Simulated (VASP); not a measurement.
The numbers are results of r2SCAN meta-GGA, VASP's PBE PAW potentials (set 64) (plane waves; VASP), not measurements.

VASP ran on this input.

File KPOINTS_OPT:
```
k-points along high-symmetry lines
6
Line-mode
Reciprocal
  0.000000   0.000000   0.000000 ! GAMMA
  0.500000   0.000000   0.000000 ! M

  0.500000   0.000000   0.000000 ! M
  0.333333   0.333333   0.000000 ! K

  0.333333   0.333333   0.000000 ! K
  0.000000   0.000000   0.000000 ! GAMMA

  0.000000   0.000000   0.000000 ! GAMMA
  0.000000   0.000000   0.500000 ! A

  0.000000   0.000000   0.500000 ! A
  0.500000   0.000000   0.500000 ! L

  0.500000   0.000000   0.500000 ! L
  0.333333   0.333333   0.500000 ! H

  0.333333   0.333333   0.500000 ! H
  0.000000   0.000000   0.500000 ! A

  0.500000   0.000000   0.500000 ! L
  0.500000   0.000000   0.000000 ! M

  0.333333   0.333333   0.500000 ! H
  0.333333   0.333333   0.000000 ! K
```

### KPOINTS
```
Automatic mesh
0
Gamma
11 11 5
0 0 0
```

**POSCAR**
```
MoSb
1
    3.5650225644     0.0000000000     0.0000000000
   -1.7825112822     3.0874002612    -0.0000000000
    0.0000000000     0.0000000000     7.1627350039
Mo Sb
2 2
Direct
  0.0000000000   0.0000000000   0.0000000000
  0.0000000000   0.0000000000   0.5000000000
  0.3333330000   0.6666670000   0.2500000000
  0.6666670000   0.3333330000   0.7500000000
```

**INCAR**
```
ALGO  =  Normal
EDIFF  =  1E-7
ENCUT  =  400
ISIF  =  2
ISMEAR  =  -5
LASPH  =  T
LCHARG  =  F
LEFG  =  T
LMAXMIX  =  4
LMIXTAU  =  T
LORBIT  =  11
LREAL  =  F
LWAVE  =  F
METAGGA  =  R2SCAN
NEDOS  =  601
NELM  =  100
PREC  =  Accurate
SYSTEM  =  MoSb
```

POTCAR, in this order: Mo_sv Sb (PBE.64 set). Program: vasp_std.

Unless said otherwise, spin-orbit coupling is left out, though it shifts the bands of the heavy elements here.

Predict the energy per atom (σ→0), band gap (over mesh and band path).

The energy per atom (σ→0) is -25.637 eV/atom. The band gap (over mesh and band path) comes out as none (metal, semimetal or under 0.01 eV).

File OSZICAR:
```
...
DAV:  19    -0.102549879053E+03   -0.40832E-04   -0.11088E-05  2495   0.245E-02    0.152E-02
DAV:  20    -0.102549880366E+03   -0.13127E-05   -0.28776E-06  2565   0.107E-02    0.652E-03
DAV:  21    -0.102549885631E+03   -0.52652E-05   -0.36139E-06  2521   0.121E-02    0.205E-03
DAV:  22    -0.102549884292E+03    0.13387E-05   -0.29246E-07  1859   0.465E-03    0.148E-03
DAV:  23    -0.102549884250E+03    0.42636E-07   -0.11746E-07  1326   0.274E-03
   1 F= -.10254988E+03 E0= -.10254988E+03  d E =0.000000E+00
       N       E                     dE             ncg
       N       E                     dE             ncg
```

The structure was generated: MoSb was put into the NiAs type type (P6_3/mmc), which need not be its known phase. It was relaxed first, which changed the volume by -36 %.
